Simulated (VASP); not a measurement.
A run of VASP 6.6.1:

INCAR

```
PREC = Accurate ; ENCUT = 520
EDIFF = 1E-6 ; ISMEAR = 0
SIGMA = 0.1 ; LREAL = False
LASPH = True ; NELM = 100
ALGO = Fast ; ISIF = 2
LWAVE = False ; LCHARG = False
GGA = PE ; NBANDS = 64
```

File KPOINTS:

```
regular mesh
0
Gamma
  6 6 6
```

Contents of POSCAR:

```
BeGe6F3
1.0
   -4.3016492563      4.3016492563      4.3016492563
    4.3016492563     -4.3016492563      4.3016492563
    4.3016492563      4.3016492563     -4.3016492563
Be Ge F
1 6 3
Direct
    0.0000000000      0.0000000000      0.0000000000
    0.0000000000      0.7473240925      0.7473240925
    0.0000000000      0.2526759075      0.2526759075
    0.7473240925      0.0000000000      0.7473240925
    0.2526759075      0.0000000000      0.2526759075
    0.7473240925      0.7473240925      0.0000000000
    0.2526759075      0.2526759075      0.0000000000
    0.0000000000      0.5000000000      0.5000000000
    0.5000000000      0.0000000000      0.5000000000
    0.5000000000      0.5000000000      0.0000000000
```

Potentials or basis: VASP PAW PBE potentials, release 64 (Be, Ge_d, F).

Launch:

```console
$ cat potpaw_PBE.64/Be/POTCAR potpaw_PBE.64/Ge_d/POTCAR potpaw_PBE.64/F/POTCAR > POTCAR
$ mpirun -np 1 vasp_std > vasp.out
```

Hardware: 1 thread of Intel(R) Xeon(R) Platinum 8488C (Sapphire Rapids), with other jobs on the host.

Task: How long does it take, and how much memory?

Result: It took 6.5 min on 1 thread of Intel(R) Xeon(R) Platinum 8488C (Sapphire Rapids), with other jobs on the host, peak memory 0.55 GiB. Counts: scf iterations 16, k points 16.
